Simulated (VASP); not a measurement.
All values below come from optB86b-vdW, VASP's PBE PAW potentials (set 64) (plane waves; VASP).

VASP ran on this input.

POSCAR:
```
SnSe2
1
    1.9284091197    -3.3401027925     0.0000000000
    1.9284091197     3.3401027925    -0.0000000000
    0.0000000000     0.0000000000     6.1744457782
Sn Se
1 2
Direct
  0.0000000000   1.0000000000   0.0000000000
  0.3333330000   0.6666670000   0.2586295722
  0.6666670000   0.3333330000   0.7413704278
```

**INCAR**
```
SYSTEM = SnSe2
PREC = Accurate
ENCUT = 520
EDIFF = 1E-7
NELM = 100
ALGO = Normal
LREAL = .FALSE.
LASPH = .TRUE.
ISMEAR = -5
GGA = MK
PARAM1 = 0.1234
PARAM2 = 1.0
LUSE_VDW = .TRUE.
AGGAC = 0.0
LMAXMIX = 4
LWAVE = .FALSE.
LCHARG = .TRUE.
LORBIT = 11
NEDOS = 601
ISIF = 2
LEFG = .TRUE.
```

**KPOINTS**
```
K-points
0
Gamma
  7 7 4
0 0 0
```

POTCAR, in this order: Sn_d Se (PBE.64 set). Program: vasp_std.

Output of the run:

### OSZICAR
```
       N       E                     dE             d eps       ncg     rms          rms(c)
DAV:   1     0.203839116860E+03    0.20384E+03   -0.12613E+04   961   0.171E+03
DAV:   2     0.144500899547E+02   -0.18939E+03   -0.18643E+03  1048   0.393E+02
DAV:   3    -0.532224431779E+01   -0.19772E+02   -0.19493E+02  1252   0.120E+02
DAV:   4    -0.588266826701E+01   -0.56042E+00   -0.55978E+00  1115   0.214E+01
DAV:   5    -0.589618497780E+01   -0.13517E-01   -0.13516E-01  1429   0.339E+00    0.460E+00
DAV:   6    -0.565390340643E+01    0.24228E+00   -0.66276E-01  1415   0.850E+00    0.298E+00
DAV:   7    -0.564302736344E+01    0.10876E-01   -0.14682E-01  1117   0.257E+00    0.993E-01
DAV:   8    -0.564364408996E+01   -0.61673E-03   -0.10931E-02  1214   0.103E+00    0.267E-01
DAV:   9    -0.564414958590E+01   -0.50550E-03   -0.14301E-03  1076   0.323E-01    0.810E-02
DAV:  10    -0.564414994884E+01   -0.36294E-06   -0.12233E-04  1318   0.837E-02    0.319E-02
DAV:  11    -0.564417411014E+01   -0.24161E-04   -0.41797E-05  1028   0.454E-02    0.948E-03
DAV:  12    -0.564417363868E+01    0.47146E-06   -0.22868E-06  1341   0.133E-02    0.606E-03
DAV:  13    -0.564417374426E+01   -0.10558E-06   -0.11192E-06  1031   0.679E-03    0.149E-03
DAV:  14    -0.564417382158E+01   -0.77317E-07   -0.54543E-08   721   0.163E-03
   1 F= -.56441738E+01 E0= -.56441738E+01  d E =0.000000E+00
```

### OUTCAR
```
------------------------ aborting loop because EDIFF is reached ----------------------------------------
  FORCE on cell =-STRESS in cart. coord.  units (eV):
  Direction    XX          YY          ZZ          XY          YZ          ZX
  --------------------------------------------------------------------------------------
  Total        0.0106695      0.0106695     -0.0050611      0.0000000      0.0000000      0.0000000
  in kB        0.2149158      0.2149158     -0.1019450      0.0000000      0.0000000      0.0000000
  external PRESSURE =       0.1092956 kB  Pullay stress =       0.0000000 kB
  volume of cell :       79.54
      direct lattice vectors                 reciprocal lattice vectors
     1.928409120 -3.340102793  0.000000000     0.259281080 -0.149695992  0.000000000
     1.928409120  3.340102793  0.000000000     0.259281080  0.149695992  0.000000000
     0.000000000  0.000000000  6.174445778     0.000000000  0.000000000  0.161957856
 POSITION                                       TOTAL-FORCE (eV/Angst)
 -----------------------------------------------------------------------------------
      0.00000      0.00000      0.00000         0.000000     -0.000000      0.000000
      1.92841      1.11337      1.59689        -0.000000     -0.000000      0.047166
      1.92841     -1.11337      4.57755         0.000000      0.000000     -0.047166
 -----------------------------------------------------------------------------------
    total drift:                               -0.000000     -0.000000      0.000000
  FREE ENERGIE OF THE ION-ELECTRON SYSTEM (eV)
  ---------------------------------------------------
  free  energy   TOTEN  =        -5.6441738216 eV

  energy  without entropy=       -5.6441738216  energy(sigma->0) =       -5.64417382

 total charge

# of ion       s       p       d       tot
------------------------------------------
    1        1.071   0.997  10.087  12.155
    2        1.489   2.288   0.026   3.803
    3        1.489   2.288   0.026   3.803
--------------------------------------------------
tot          4.049   5.574  10.139  19.761

 Electric field gradients after diagonalization (V/A^2)
 (convention: |V_zz| > |V_xx| > |V_yy|)
----------------------------------------------------------------------
 ion       V_xx      V_yy      V_zz     asymmetry (V_yy - V_xx)/ V_zz
----------------------------------------------------------------------
   1      -2.343    -2.343     4.685       0.000
   2      29.704    29.703   -59.407       0.000
   3      29.704    29.703   -59.407       0.000
```
(Selected blocks of OUTCAR.)

The compound is SnSe2 in the 1T layered structure. It was relaxed first.
